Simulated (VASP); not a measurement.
**KMgF3: stress against strain**

KMgF3 (cubic perovskite, Pm-3m, 12.659 Å³/atom and stress up to 0.13 GPa in the relaxed cell, cube axes along x, y and z) under an equal strain ε along x and y, with z held. PBEsol in VASP (plane waves, PAW), 600 eV, 8×8×8 Γ-centred mesh, Gaussian smearing 0.05 eV; ions are relaxed, or left where forces stay under 0.02 eV/Å, within the symmetry of each cell. Stress is positive for a compressed cell.

Here s stands for strain and y for stress xx.

```
strain (%)  stress xx (GPa)
----------  ---------------
-3.00                     ?
-1.50                  2.88
-1.00                  1.81
-0.50                  0.81
0.00                  -0.13
0.50                  -1.01
1.00                  -1.84
1.50                  -2.61
```

Fit y against s with a straight line, and predict the withheld value at s = -3.00.

Means: s 0, y -0.013. About the means, the sum of products is -12.795 and the sum of squares of s is 7.0000; the slope is their ratio. Least squares gives y = -0.013 - 1.8279·s. Residuals (row less fit): 0.151, -0.005, -0.091, -0.117, -0.083, 0.001, 0.145; standard error 0.121 (degrees of freedom: 5). The slope gives the elastic constants C11 + C12 = 183 ± 5 GPa (± standard error of the fit, which holds the terms cut off). At the withheld row, y = -0.013 - 1.8279 × (-3.0) = 5.471 GPa. The calculation gives 6.49 GPa, 1.019 GPa above the prediction (11.2 % of the range of y in the table). The row lies outside the fitted rows, so this is an extrapolation. From the scatter of the fitted rows alone, a prediction at this place has a standard error of 0.188 GPa, so the miss is 5.4 times that.

A polynomial of degree 2 through the 12 other runs of the series gives 6.42 there, so most of the miss is curvature that the fit leaves out. The primitive cell can neither tilt nor turn polar against its symmetry, as such crystals can under strain. Rows are the converged runs of the series near zero and its far end, less any whose ions stayed unrelaxed beside relaxed ones; series whose fitted rows scatter by over a few per cent of the range, as at a crossing or softening among them, aren't shown in this form. Most that stay on the fit to the last digits aren't either.
